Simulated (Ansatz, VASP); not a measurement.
**SnTe: VASP beside Ansatz**

Aim: how closely do two programs agree when they are given the same cell, functional and k mesh? The cell is taken from a series of runs on this material, whose earlier steps may have relaxed, scaled, displaced or heated it; both programs get it as it stands.

Program: Ansatz 0.2.0. Level of theory: plane waves, with VASP 6.6.1 beside it; zone-centre phonons at PBEsol. Results are calculated unless marked as measured.

### Step 1. Starting point

Symmetry: I4/mmm, No. 139, tetragonal system. Conventional cell: a = 4.313 Å, b = 4.313 Å, c = 6.295 Å, α = 90.00°, β = 90.00°, γ = 90.00°. Sn has 6 Te at 3.05 to 3.15 Å nearest. Nearest to Te lie 6 Sn at 3.05 to 3.15 Å. Farther neighbours and most contacts between anions are not listed.

### Step 2. Ansatz: zone-centre phonons, PBEsol

Ansatz runs on its PAW soft_1 files.

Second derivatives magnify differences that forces hide, and they need a tight electronic threshold.

The input, input.yaml:

```yaml
crystal:
  lattice:
    - [0.0, 3.0498071185, 3.1474713146]
    - [3.0498071185, 0.0, 3.1474713146]
    - [3.0498071185, 3.0498071185, 0.0]
  atoms:
    - { symbol: Sn, position: [0.0, 0.0, 0.0] }
    - { symbol: Te, position: [0.5, 0.5, 0.5] }
kpoints:
  mp_grid: { grid: [12, 12, 12] }
hamiltonian:
  xc: pbesol
  pseudopotentials: { kind: paw, azcp: { folder: soft_1 }, xc_functional: pbe }
scf:
  occupations: { method: gaussian, width: 0.01 }
output:
  eigenvalues: true
phonons:
  method: dfpt
```

On the command line:

```
$ ansatz run input.yaml --threads 4 --pin off --max-ram 10240MiB --backend cpu --events-out ev --progress --plain --runs-dir out
```

Numbers of over 12 decimals in the logs are rounded to 6 here.

What it wrote:

```text
zone centre: on kpoints.mp_grid the ground state, and the responses unless they are solved on pairs of k-points, stand on 280 of the mesh's 1728 k-points, reduced under 8 symmetry operations, with k and −k counted as one. Each operation leaves every solved displacement unchanged or reverses it
Engine: ansatz 0.2.0, x86_64-unknown-linux-gnu
Pseudopotentials: kind: paw
Pseudopotential: Sn, paw, valence charge 14, recommended cutoff 420 eV (normal), soft_1/Sn.paw.azcp
Pseudopotential: Te, paw, valence charge 16, recommended cutoff 420 eV (normal), soft_1/Te.paw.azcp
Functional definition: PBEsol
  exchange = pbesol_x
  correlation = pbesol_c
Crystal: 2 atoms, lattice volume = 58.551 Å³
Basis set: ecut = 420 eV, 1155 PW (Γ), exchange–correlation on 60×60×60 points (8 copies of the dense FFT grid, shifted against one another)
Bands: 19, of which v1, the nominal top of the filled ones, is band 15 counted from 1 (14 counted from 0)
Symmetry: 16 space group operations
k-points: 280 of 1728 (irreducible under 8 space group operations)
Non-local potential: Sn, projectors of the file, l = 0: 2, l = 1: 2, l = 2: 2, l = 3: 1
Non-local potential: Te, projectors of the file, l = 0: 2, l = 1: 2, l = 2: 2, l = 3: 1
PAW form: soft (Blöchl's): semilocal exchange-correlation on the pseudo side does not see the compensation charge
PAW frozen core: Sn, regenerated for the run's functional, and the local potential with it (the file was generated under x = pbe(κ = 0.804, μ = 0.219515), c = pbe(β = 0.066725))
PAW frozen core: Te, regenerated for the run's functional, and the local potential with it (the file was generated under x = pbe(κ = 0.804, μ = 0.219515), c = pbe(β = 0.066725))
PAW one-centre angular grid: Sn, 590 points (default); XC on 64 Gauss nodes
PAW one-centre angular grid: Te, 590 points (default); XC on 64 Gauss nodes
Initial density: superposition of atomic densities (chi_scale 0.1, normalization cell, long waves kept (reshape's long-wave potential 0.00 eV rms))
Initial wavefunctions: pseudopotential atomic-orbital guess
Functional: x = pbesol(κ = 0.804, μ = 0.123457), c = pbesol(β = 0.046)
SCF iter   1: F=—  HF=-12851.955615 eV  |F-HF|=—  |Δ(HF+E_count)|=         —  Δρ=1.11e-2  dr2=6.36e-2  ethr=3.10e-3  ⟨swp⟩=7.6  Hψ=31083  notcnv=0
preconditioner: auto → none  [insulator: Δε(μ)=0.228 eV  Ē_g=17.015 eV  σ=0.010 eV  W_gap=1.00  n_scr=14 (ndim 8)  ℏωp=21.7 eV  f_vac=0.000  D(μ)=0.00/eV (n_scr^D=0)  ε∞_Penn≈2.6]
SCF iter   2: F=—  HF=-12851.952287 eV  |F-HF|=—  |Δ(HF+E_count)|=   3.33e-3  Δρ=5.52e-3  dr2=1.62e-2  ethr=2.12e-4  ⟨swp⟩=2.0  Hψ=8662  notcnv=0
SCF iter   3: F=—  HF=-12851.953097 eV  |F-HF|=—  |Δ(HF+E_count)|=   8.10e-4  Δρ=3.64e-4  dr2=4.52e-5  ethr=5.39e-5  ⟨swp⟩=3.0  Hψ=8821  notcnv=0
SCF iter   4: F=—  HF=-12851.953112 eV  |F-HF|=—  |Δ(HF+E_count)|=   1.53e-5  Δρ=8.42e-5  dr2=2.90e-6  ethr=1.51e-7  ⟨swp⟩=2.1  Hψ=9924  notcnv=0
SCF iter   5: F=—  HF=-12851.953112 eV  |F-HF|=—  |Δ(HF+E_count)|=   3.37e-7  Δρ=2.23e-5  dr2=1.21e-7  ethr=9.67e-9  ⟨swp⟩=2.0  Hψ=8105  notcnv=0
SCF iter   6: F=—  HF=-12851.953112 eV  |F-HF|=—  |Δ(HF+E_count)|=   1.23e-7  Δρ=2.55e-6  dr2=2.08e-9  ethr=4.02e-10  ⟨swp⟩=2.0  Hψ=8120  notcnv=0
SCF iter   7: F=—  HF=-12851.953112 eV  |F-HF|=—  |Δ(HF+E_count)|=   1.52e-9  Δρ=4.76e-7  dr2=5.37e-11  ethr=6.94e-12  ⟨swp⟩=2.4  Hψ=9071  notcnv=0
SCF iter   8: F=-12851.953112 eV  HF=-12851.953112 eV  |F-HF|=9.09e-12  |Δ(HF+E_count)|=  1.18e-10  Δρ=7.72e-8  dr2=2.75e-12  ethr=1.00e-12  ⟨swp⟩=7.2  Hψ=27112  notcnv=0
SCF 1 converged in 8 iterations: F = -12851.953112 eV  dr2 = 2.75e-12
  greatest PAW one-centre occupation: 0.998 electrons in one spin orbital (limit 2), on the Te atom at site 1 (counted from 0), in its partial waves of l = 2
DFPT response loops at Γ: preconditioner auto → Resta (q_TF=auto, 2.441 Å⁻¹)  ε∞=17.0 (no band partly filled); β = 1.00, the filter's whole step (`scf.mixing.beta` (0.50) is not read by the response loops at its default; to damp them type it under 1.00, their step now; it binds the ground state too); Broyden in place of MSR1
SCF converged after 8 iterations
Free energy (F): -12851.953112 eV
Harris-Foulkes:  -12851.953112 eV  (|F-HF|=9.09e-12)
Internal energy: -12851.953112 eV  (E = F + TS)
E sigma→0 (E₀):  -12851.953112 eV
Fermi energy:    10.579578 eV
--- Per-component energies (eV) ---
  E_band       = -329.554449
  E_kinetic    = 341.249274
  E_local      = -2583.375117  (includes V_loc(G=0)·N_el)
  E_nonlocal   = 215.892461
  E_hartree    = 1299.403910
  E_xc         = -247.314150
  E_vxc        = -183.590679  (∫ρ·V_xc dr)
  E_paw        = -8888.646414  (= ΣΔE_a)
  E_vpaw       = -718.538686  (= ΣTr[D̂ρ^β])
  E_aug_tail   = 0.000374  (compensation charges beyond the density's cutoff)
  E_ewald      = -2989.823100
  E_core_change = 0.659651  (= ΣΔE_core)
  E_smearing   = -0.000000  (= −TS)
  E_closure    = 0.000000  (closes the sum)
  Σ components = -12851.953112   (vs F -12851.953112, Δ=0.00e0)
--- Band table (eV; the first three rows and the last of 280) ---
  k-point 0: bands = [... 11 lower, 6.1570, 8.1558, 8.1558, 8.5085, 13.5381, 14.3415, 14.3415, 15.0626]
  k-point 1: bands = [... 11 lower, 5.6866, 8.1743, 8.3394, 8.6843, 13.1983, 13.9332, 13.9515, 15.1209]
  k-point 2: bands = [... 11 lower, 4.7575, 8.2323, 8.3993, 9.2272, 12.5054, 13.1253, 13.2036, 15.1867]
  k-point 279: bands = [... 11 lower, 4.2133, 4.5465, 6.5701, 6.5701, 12.4946, 15.9341, 15.9341, 17.1320]
--- Phonons (Γ-DFPT): 4 representative perturbations + reference, on 280 of 1728 k-points (Σ response iterations 12) ---
  k mesh reduced under 8 symmetry operations, with k and −k counted as one. Each operation leaves every solved displacement unchanged or reverses it
  ASR residual: 7.701e-5 → 0.000e0 eV/Å²; symmetrization residual: 1.449e-5 eV/Å²
  ASR residual per site (eV/Å²): 7.70e-5 1.17e-5
  Γ frequencies (cm⁻¹): 0.00 0.00 0.00 39.62 71.71 71.71
  non-analytic LO–TO correction: not included (Born effective charges unavailable; polar crystals: no LO–TO splitting at Γ)
```

### Step 3. VASP: zone-centre phonons, PBEsol

The same cell, functional, mesh and smearing now go to VASP, with its own data sets.

Lines of VASP's logs that name or quote its potential files are left out, and so is its time.

The input, INCAR:

```
SYSTEM = SnTe
PREC = Accurate
ENCUT = 500
EDIFF = 1E-08
NELM = 120
ISMEAR = 0
SIGMA = 0.01
LREAL = .FALSE.
ALGO = Normal
GGA = PS
NBANDS = 16
LORBIT = 11
LWAVE = .FALSE.
LCHARG = .FALSE.
ISIF = 2
IBRION = 8
LASPH = .TRUE.
GGA_COMPAT = .FALSE.
EFERMI = MIDGAP
KPAR = 2
```

The input, POSCAR:

```
SnTe
1.0
    0.0000000000      3.0498071185      3.1474713146
    3.0498071185      0.0000000000      3.1474713146
    3.0498071185      3.0498071185      0.0000000000
Sn Te
1 1
Direct
    0.0000000000      0.0000000000      0.0000000000
    0.5000000000      0.5000000000      0.5000000000
```

The input, KPOINTS:

```
Automatic mesh
0
Gamma
12 12 12
0 0 0
```

PAW data sets: Sn_d and Te (PBE family, release 64).

On the command line:

```
$ mpirun -np 2 vasp_std
```

What it wrote:

```text
[banner, memory and clock lines left out]
running    2 mpi-ranks, on    1 nodes
 distrk:  each k-point on    1 cores,    2 groups
 distr:  one band on    1 cores,    1 groups

 POSCAR found type information on POSCAR SnTe
 POSCAR found :  2 types and       2 ions
|                                                                             |
|               ----> ADVICE to this user running VASP <----                  |
|                                                                             |
|     You enforced a specific xc type in the INCAR file but a different       |
|     [... a line on the potential file left out ...]
|     I HOPE YOU KNOW WHAT YOU ARE DOING!                                     |
|                                                                             |

 LDA part: xc-table for (Slater+PW92), standard interpolation
 POSCAR, INCAR and KPOINTS ok, starting setup
 FFT: planning ... GRIDC
 FFT: planning ... GRID_SOFT
 FFT: planning ... GRID
 WAVECAR not read
 entering main loop
       N       E                     dE             d eps       ncg     rms          rms(c)
DAV:   1     0.121142345984E+03    0.12114E+03   -0.94892E+03  5288   0.142E+03
DAV:   2     0.153951835982E+01   -0.11960E+03   -0.11667E+03  5656   0.350E+02
DAV:   3    -0.806883413293E+01   -0.96084E+01   -0.95554E+01  6640   0.866E+01
DAV:   4    -0.831693806638E+01   -0.24810E+00   -0.24807E+00  6320   0.151E+01
DAV:   5    -0.832742775416E+01   -0.10490E-01   -0.10489E-01  7792   0.285E+00    0.562E+00
DAV:   6    -0.828699603703E+01    0.40432E-01   -0.82841E-02  7592   0.253E+00    0.349E+00
DAV:   7    -0.828424274097E+01    0.27533E-02   -0.39310E-02  6928   0.140E+00    0.534E-01
DAV:   8    -0.828337583617E+01    0.86690E-03   -0.68307E-03  6664   0.766E-01    0.162E-01
DAV:   9    -0.828344370720E+01   -0.67871E-04   -0.42312E-04  7072   0.198E-01    0.548E-02
DAV:  10    -0.828343306307E+01    0.10644E-04   -0.45287E-05  6824   0.699E-02    0.254E-02
DAV:  11    -0.828343231662E+01    0.74644E-06   -0.11041E-05  7080   0.337E-02    0.410E-03
DAV:  12    -0.828343237562E+01   -0.59000E-07   -0.92439E-07  6672   0.119E-02    0.294E-03
DAV:  13    -0.828343220014E+01    0.17548E-06   -0.12592E-07  7032   0.362E-03    0.295E-03
DAV:  14    -0.828343229770E+01   -0.97561E-07   -0.13810E-08  4552   0.654E-04    0.316E-04
DAV:  15    -0.828343232147E+01   -0.23764E-07   -0.16328E-09  3776   0.463E-04    0.336E-04
DAV:  16    -0.828343231714E+01    0.43237E-08   -0.64700E-10  3448   0.208E-04
   1 F= -.82834323E+01 E0= -.82834323E+01  d E =-.309811E-48
 Linear response reoptimize wavefunctions to high precision
DAV:   1    -0.828343231610E+01    0.10436E-08   -0.12805E-10  3848   0.117E-04
DAV:   2    -0.828343231613E+01   -0.35016E-10   -0.33150E-11  3288   0.627E-05
 Linear response DOF=           4
 Linear response progress:
  Degree of freedom:   1/  4
       N       E                     dE             d eps       ncg     rms          rms(c)
RMM:   1    -0.214968664740E+00   -0.21497E+00    0.33870E-01 10836   0.105E+01
RMM:   2    -0.220302745232E+00   -0.53341E-02   -0.11827E-02 15834   0.873E-01    0.947E-02
RMM:   3    -0.220110832660E+00    0.19191E-03   -0.89234E-04 17361   0.243E-01    0.510E-02
RMM:   4    -0.219807658410E+00    0.30317E-03   -0.91894E-05 17432   0.760E-02    0.855E-03
RMM:   5    -0.219809049374E+00   -0.13910E-05   -0.82492E-06 17939   0.229E-02    0.388E-03
RMM:   6    -0.219816525925E+00   -0.74766E-05   -0.14428E-06 17599   0.775E-03    0.113E-03
RMM:   7    -0.219814636924E+00    0.18890E-05   -0.36657E-07 18258   0.305E-03    0.793E-04
RMM:   8    -0.219811341529E+00    0.32954E-05    0.31512E-07 17787   0.130E-03    0.290E-04
RMM:   9    -0.219811048069E+00    0.29346E-06    0.56684E-07 18586   0.611E-04    0.181E-04
RMM:  10    -0.219810483188E+00    0.56488E-06    0.94318E-07 18048   0.316E-04    0.104E-04
RMM:  11    -0.219810381251E+00    0.10194E-06    0.49483E-07 19545   0.155E-04    0.670E-05
RMM:  12    -0.219810066725E+00    0.31453E-06    0.24052E-07 17724   0.970E-05    0.875E-05
RMM:  13    -0.219810241015E+00   -0.17429E-06    0.10987E-07 18048   0.552E-05    0.359E-05
RMM:  14    -0.219810190187E+00    0.50828E-07    0.60037E-08 18605   0.303E-05    0.136E-05
RMM:  15    -0.219810174747E+00    0.15440E-07    0.29891E-08 16705   0.198E-05    0.117E-05
RMM:  16    -0.219810147237E+00    0.27510E-07    0.13075E-08 15960   0.154E-05    0.295E-06
RMM:  17    -0.219810142204E+00    0.50336E-08    0.65906E-09 12806   0.127E-05    0.108E-07
 first order change of Fermi-energy   0.14108E-03
 force on displaced ion       1 direction 1 :  -1.185   0.000   0.000
 Linear response progress:
  Degree of freedom:   2/  4
       N       E                     dE             d eps       ncg     rms          rms(c)
RMM:   1    -0.214526879386E+00   -0.21453E+00    0.36435E-01  6301   0.107E+01
RMM:   2    -0.219977250240E+00   -0.54504E-02   -0.11635E-02  9136   0.864E-01    0.738E-02
RMM:   3    -0.219863792853E+00    0.11346E-03   -0.88292E-04 10002   0.238E-01    0.393E-02
RMM:   4    -0.219629674877E+00    0.23412E-03   -0.76387E-05 10119   0.704E-02    0.870E-03
RMM:   5    -0.219620464353E+00    0.92105E-05   -0.77290E-06 10469   0.217E-02    0.358E-03
RMM:   6    -0.219624216533E+00   -0.37522E-05   -0.13191E-06 10284   0.713E-03    0.126E-03
RMM:   7    -0.219622976723E+00    0.12398E-05   -0.39340E-07 10555   0.279E-03    0.594E-04
RMM:   8    -0.219618387260E+00    0.45895E-05    0.29196E-07 10055   0.127E-03    0.105E-04
RMM:   9    -0.219619418810E+00   -0.10315E-05    0.43139E-07 10552   0.561E-04    0.120E-04
RMM:  10    -0.219619038325E+00    0.38049E-06    0.52607E-07 10484   0.269E-04    0.880E-05
RMM:  11    -0.219618812579E+00    0.22575E-06    0.36131E-07 10870   0.141E-04    0.669E-05
RMM:  12    -0.219618984136E+00   -0.17156E-06    0.19009E-07  9673   0.825E-05    0.731E-05
RMM:  13    -0.219618922797E+00    0.61339E-07    0.81926E-08 10853   0.424E-05    0.462E-05
RMM:  14    -0.219618882955E+00    0.39842E-07    0.38654E-08 10405   0.249E-05    0.358E-05
RMM:  15    -0.219618776954E+00    0.10600E-06    0.16448E-08 10162   0.208E-05    0.652E-06
RMM:  16    -0.219618798268E+00   -0.21314E-07    0.94925E-09  9909   0.138E-05    0.511E-06
RMM:  17    -0.219618789064E+00    0.92042E-08    0.33120E-09  7414   0.113E-05    0.146E-06
 first order change of Fermi-energy  -0.13550E-03
 force on displaced ion       1 direction 3 :   0.000   0.000  -0.375
 Linear response progress:
  Degree of freedom:   3/  4
       N       E                     dE             d eps       ncg     rms          rms(c)
RMM:   1    -0.465074126811E-01   -0.46507E-01    0.67327E-02 19196   0.927E-01
RMM:   2    -0.469014210810E-01   -0.39401E-03   -0.20868E-03 16828   0.231E-01    0.762E-02
RMM:   3    -0.470804750874E-01   -0.17905E-03   -0.16837E-04 17089   0.679E-02    0.545E-02
RMM:   4    -0.473567120266E-01   -0.27624E-03   -0.26180E-05 16866   0.343E-02    0.637E-03
RMM:   5    -0.473631673629E-01   -0.64553E-05   -0.12339E-06 17414   0.823E-03    0.330E-03
RMM:   6    -0.473634532534E-01   -0.28589E-06   -0.99845E-08 16895   0.234E-03    0.819E-04
RMM:   7    -0.473626175972E-01    0.83566E-06   -0.42089E-08 17397   0.558E-04    0.168E-04
RMM:   8    -0.473625089689E-01    0.10863E-06   -0.36998E-07 17015   0.170E-04    0.424E-05
RMM:   9    -0.473624669941E-01    0.41975E-07    0.28060E-07 18207   0.650E-05    0.163E-05
RMM:  10    -0.473625125604E-01   -0.45566E-07    0.33574E-07 18876   0.191E-05    0.419E-06
RMM:  11    -0.473624988441E-01    0.13716E-07    0.58175E-08 17300   0.784E-06    0.863E-07
RMM:  12    -0.473625015368E-01   -0.26927E-08   -0.31606E-09 13951   0.486E-06    0.274E-07
 first order change of Fermi-energy  -0.25107E-03
 force on displaced ion       2 direction 1 :  -1.213   0.000   0.000
 Linear response progress:
  Degree of freedom:   4/  4
       N       E                     dE             d eps       ncg     rms          rms(c)
RMM:   1    -0.465787455075E-01   -0.46579E-01    0.62917E-02 11040   0.873E-01
RMM:   2    -0.468789336053E-01   -0.30019E-03   -0.19740E-03  9747   0.222E-01    0.606E-02
RMM:   3    -0.470475018053E-01   -0.16857E-03   -0.17875E-04  9933   0.654E-02    0.438E-02
RMM:   4    -0.472858364497E-01   -0.23833E-03   -0.21987E-05  9787   0.303E-02    0.600E-03
RMM:   5    -0.472986990749E-01   -0.12863E-04   -0.10811E-06 10105   0.739E-03    0.297E-03
RMM:   6    -0.472973036637E-01    0.13954E-05   -0.10599E-07  9756   0.215E-03    0.777E-04
RMM:   7    -0.472962508029E-01    0.10529E-05   -0.10693E-07 10046   0.534E-04    0.163E-04
RMM:   8    -0.472960644226E-01    0.18638E-06   -0.37176E-07 10017   0.159E-04    0.410E-05
RMM:   9    -0.472960018338E-01    0.62589E-07    0.41862E-07 10481   0.581E-05    0.146E-05
RMM:  10    -0.472960379167E-01   -0.36083E-07    0.29202E-07 10947   0.161E-05    0.409E-06
RMM:  11    -0.472960271166E-01    0.10800E-07    0.31718E-08  9538   0.693E-06    0.842E-07
RMM:  12    -0.472960318989E-01   -0.47824E-08   -0.11128E-08  7110   0.402E-06    0.231E-07
 first order change of Fermi-energy   0.26172E-03
 force on displaced ion       2 direction 3 :   0.000   0.000  -0.389
 Linear response finished
```

(Part 1 of 2 ends here.)

[Lines on the potential files, build, host, timing and source positions are cut from VASP's logs without a mark.]

[Logs are printed without paths, hosts, clocks, repeated set-up lines and the standing remarks that a program may print on its own settings, such as how far it seeks lower states.]

[Hosts, paths, dates, database ids (printed as entryN), source tags and the programs' standing remarks are cut or masked in the printed files.]
